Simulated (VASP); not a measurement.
```
LiTi24O48
1.0
    9.31125     0.00000     0.00000
    0.00000     9.31125     0.00000
    0.00000     0.00000     8.90603
Ti O Li
24 48 1
Direct
  0.00000   0.00000   0.00000
  0.24607   0.24551   0.16991
  0.00000   0.00000   0.33333
  0.24647   0.24509   0.49766
  0.00000   0.00000   0.66667
  0.25000   0.25000   0.83333
  0.00000   0.50000   0.00000
  0.24510   0.74602   0.16674
  0.00046   0.49578   0.33690
  0.24696   0.75016   0.50029
  0.99762   0.50483   0.67110
  0.25000   0.75000   0.83333
  0.50000   0.00000   0.00000
  0.75000   0.25000   0.16667
  0.50000   0.00000   0.33333
  0.75000   0.25000   0.50000
  0.50000   0.00000   0.66667
  0.75000   0.25000   0.83333
  0.50000   0.50000   0.00000
  0.75000   0.75000   0.16667
  0.49958   0.50221   0.33851
  0.75000   0.75000   0.50000
  0.49542   0.50343   0.66735
  0.75000   0.75000   0.83333
  0.15250   0.15250   0.00000
  0.40250   0.09750   0.16667
  0.10117   0.40346   0.16437
  0.34750   0.34750   0.00000
  0.15250   0.15250   0.33333
  0.40250   0.09750   0.50000
  0.09801   0.40188   0.49478
  0.35102   0.34503   0.32961
  0.15250   0.15250   0.66667
  0.40250   0.09750   0.83333
  0.09750   0.40250   0.83333
  0.34605   0.34679   0.67136
  0.15250   0.65250   0.00000
  0.39986   0.60139   0.16874
  0.09750   0.90250   0.16667
  0.34750   0.84750   0.00000
  0.15007   0.65690   0.33244
  0.40739   0.60062   0.49979
  0.09750   0.90250   0.50000
  0.34750   0.84750   0.33333
  0.15517   0.65360   0.67127
  0.40250   0.59750   0.83333
  0.09750   0.90250   0.83333
  0.34750   0.84750   0.66667
  0.65250   0.15250   0.00000
  0.90250   0.09750   0.16667
  0.59750   0.40250   0.16667
  0.84750   0.34750   0.00000
  0.65250   0.15250   0.33333
  0.90250   0.09750   0.50000
  0.59750   0.40250   0.50000
  0.84750   0.34750   0.33333
  0.65250   0.15250   0.66667
  0.90250   0.09750   0.83333
  0.59750   0.40250   0.83333
  0.84750   0.34750   0.66667
  0.65250   0.65250   0.00000
  0.90250   0.59750   0.16667
  0.59750   0.90250   0.16667
  0.84750   0.84750   0.00000
  0.65250   0.65250   0.33333
  0.90250   0.59750   0.50000
  0.59750   0.90250   0.50000
  0.84750   0.84750   0.33333
  0.65250   0.65250   0.66667
  0.90250   0.59750   0.83333
  0.59750   0.90250   0.83333
  0.84750   0.84750   0.66667
  0.25233   0.50087   0.41113
```
Cell charge +1.

The numbers are results of PBE GGA, VASP's PBE PAW potentials (set 64) (plane waves; VASP), not measurements. Run with PREC = Normal, LREAL = Auto, ISYM = 0, NELECT = 384.0, EDIFF = 1E-5, 400 eV cut-off, 1×1×1 Γ-centred mesh, Gaussian smearing of 0.050 eV, potentials Ti O Li.

At this cut-off the stress carries a Pulay error, which pulls relaxed volumes low. The cell is charged, with a uniform compensating background. The supercell is sampled at Γ alone, which is coarse: total energies, pressure and levels can be off, energies of defects by several tenths of an eV.

**Question.** The ions are relaxed. Which structure does the run end with?

**Answer.** 
```
LiTi24O48
1.0
    9.31125     0.00000     0.00000
    0.00000     9.31125     0.00000
    0.00000     0.00000     8.90603
Ti O Li
24 48 1
Direct
  0.00770   0.01429   0.00146
  0.26250   0.25121   0.17222
  0.99726   0.00634   0.33454
  0.25192   0.22785   0.50465
  0.99186   0.00731   0.67348
  0.26445   0.25151   0.83441
  0.00376   0.48494   0.00416
  0.23657   0.74936   0.17223
  0.97706   0.49673   0.33304
  0.24818   0.77218   0.50454
  0.00624   0.49127   0.66584
  0.23558   0.74850   0.83488
  0.49219   0.98623   0.00095
  0.73803   0.24242   0.16579
  0.50221   0.99457   0.33361
  0.74602   0.25109   0.50671
  0.50819   0.99221   0.67280
  0.73796   0.26089   0.83762
  0.49553   0.51509   0.00453
  0.76146   0.75792   0.16588
  0.52251   0.50377   0.33327
  0.75376   0.74963   0.50655
  0.49440   0.50929   0.66632
  0.76187   0.73889   0.83796
  0.15253   0.15518   0.99765
  0.40324   0.09795   0.16437
  0.09831   0.40464   0.17126
  0.34759   0.34948   0.00011
  0.15216   0.15097   0.32891
  0.40135   0.09275   0.49943
  0.09514   0.40301   0.49363
  0.34893   0.34477   0.33676
  0.15001   0.15165   0.67033
  0.40423   0.09817   0.83153
  0.10018   0.40278   0.83202
  0.34462   0.34752   0.66024
  0.15204   0.65046   0.00025
  0.40127   0.59536   0.17153
  0.09634   0.90223   0.16469
  0.34732   0.84468   0.99777
  0.15060   0.65524   0.33698
  0.40458   0.59707   0.49382
  0.09848   0.90724   0.49955
  0.34745   0.84918   0.32895
  0.15514   0.65233   0.66040
  0.39926   0.59707   0.83221
  0.09541   0.90173   0.83168
  0.34989   0.84802   0.67054
  0.65212   0.15200   0.99750
  0.90137   0.09806   0.16641
  0.59742   0.40134   0.16132
  0.84797   0.34681   0.99943
  0.65051   0.15136   0.33398
  0.90161   0.09901   0.49841
  0.59993   0.40221   0.50228
  0.84279   0.34720   0.33031
  0.65280   0.15129   0.66547
  0.90095   0.09782   0.83450
  0.59447   0.40293   0.83060
  0.84945   0.34646   0.66577
  0.65160   0.65317   0.99961
  0.90192   0.59855   0.16123
  0.59843   0.90211   0.16624
  0.84762   0.84777   0.99762
  0.65704   0.65280   0.33052
  0.89936   0.59764   0.50230
  0.59803   0.90130   0.49803
  0.84928   0.84871   0.33415
  0.64991   0.65380   0.66576
  0.90522   0.59721   0.83044
  0.59882   0.90225   0.83432
  0.84687   0.84877   0.66542
  0.24997   0.50002   0.41159
```
Cell charge +1.

**Question.** How much energy does the relaxation gain?

**Answer.** The energy (σ→0) changes by -19.8 meV/atom, in 54 ionic steps.

```json
[
 {"step": "1", "E(σ→0) (eV)": "-639.3371", "max force (eV/Å)": "3.691", "pressure (GPa)": "-5.31", "volume (Å³)": "772.15"},
 {"step": "2", "E(σ→0) (eV)": "-639.2390", "max force (eV/Å)": "3.278", "pressure (GPa)": "-4.84", "volume (Å³)": "772.15"},
 {"step": "3", "E(σ→0) (eV)": "-640.2115", "max force (eV/Å)": "0.760", "pressure (GPa)": "-5.52", "volume (Å³)": "772.15"},
 {"step": "4", "E(σ→0) (eV)": "-640.4048", "max force (eV/Å)": "0.513", "pressure (GPa)": "-5.65", "volume (Å³)": "772.15"},
 {"step": "5", "E(σ→0) (eV)": "-640.4050", "max force (eV/Å)": "0.528", "pressure (GPa)": "-5.65", "volume (Å³)": "772.15"},
 {"step": "6", "E(σ→0) (eV)": "-640.4874", "max force (eV/Å)": "0.380", "pressure (GPa)": "-5.62", "volume (Å³)": "772.15"},
 {"step": "7", "E(σ→0) (eV)": "-640.4884", "max force (eV/Å)": "0.420", "pressure (GPa)": "-5.61", "volume (Å³)": "772.15"},
 {"step": "8", "E(σ→0) (eV)": "-640.5578", "max force (eV/Å)": "0.391", "pressure (GPa)": "-5.51", "volume (Å³)": "772.15"},
 {"step": "9", "E(σ→0) (eV)": "-640.5659", "max force (eV/Å)": "0.397", "pressure (GPa)": "-5.46", "volume (Å³)": "772.15"},
 {"step": "10", "E(σ→0) (eV)": "-640.6174", "max force (eV/Å)": "0.264", "pressure (GPa)": "-5.31", "volume (Å³)": "772.15"},
 {"step": "11", "E(σ→0) (eV)": "-640.6196", "max force (eV/Å)": "0.318", "pressure (GPa)": "-5.26", "volume (Å³)": "772.15"},
 {"step": "12", "E(σ→0) (eV)": "-640.6678", "max force (eV/Å)": "0.252", "pressure (GPa)": "-5.05", "volume (Å³)": "772.15"},
 {"step": "13", "E(σ→0) (eV)": "-640.6728", "max force (eV/Å)": "0.309", "pressure (GPa)": "-4.94", "volume (Å³)": "772.15"},
 {"step": "14", "E(σ→0) (eV)": "-640.7020", "max force (eV/Å)": "0.187", "pressure (GPa)": "-4.70", "volume (Å³)": "772.15"},
 {"step": "15", "E(σ→0) (eV)": "-640.7032", "max force (eV/Å)": "0.160", "pressure (GPa)": "-4.75", "volume (Å³)": "772.15"},
 {"step": "16", "E(σ→0) (eV)": "-640.7217", "max force (eV/Å)": "0.152", "pressure (GPa)": "-4.70", "volume (Å³)": "772.15"},
 {"step": "17", "E(σ→0) (eV)": "-640.7222", "max force (eV/Å)": "0.187", "pressure (GPa)": "-4.68", "volume (Å³)": "772.15"},
 {"step": "18", "E(σ→0) (eV)": "-640.7318", "max force (eV/Å)": "0.165", "pressure (GPa)": "-4.71", "volume (Å³)": "772.15"},
 {"step": "19", "E(σ→0) (eV)": "-640.7319", "max force (eV/Å)": "0.155", "pressure (GPa)": "-4.71", "volume (Å³)": "772.15"},
 {"step": "20", "E(σ→0) (eV)": "-640.7419", "max force (eV/Å)": "0.133", "pressure (GPa)": "-4.74", "volume (Å³)": "772.15"},
 {"step": "21", "E(σ→0) (eV)": "-640.7436", "max force (eV/Å)": "0.179", "pressure (GPa)": "-4.75", "volume (Å³)": "772.15"},
 {"step": "22", "E(σ→0) (eV)": "-640.7532", "max force (eV/Å)": "0.089", "pressure (GPa)": "-4.80", "volume (Å³)": "772.15"},
 {"step": "23", "E(σ→0) (eV)": "-640.7544", "max force (eV/Å)": "0.119", "pressure (GPa)": "-4.82", "volume (Å³)": "772.15"},
 {"step": "24", "E(σ→0) (eV)": "-640.7620", "max force (eV/Å)": "0.081", "pressure (GPa)": "-4.83", "volume (Å³)": "772.15"},
 {"step": "25", "E(σ→0) (eV)": "-640.7627", "max force (eV/Å)": "0.094", "pressure (GPa)": "-4.83", "volume (Å³)": "772.15"}
]
```

The cell is a supercell with a defect, built from TiO2 (rutile): Li_i, charge +1. The run is not spin-polarised, so no state with unpaired spins was tried.
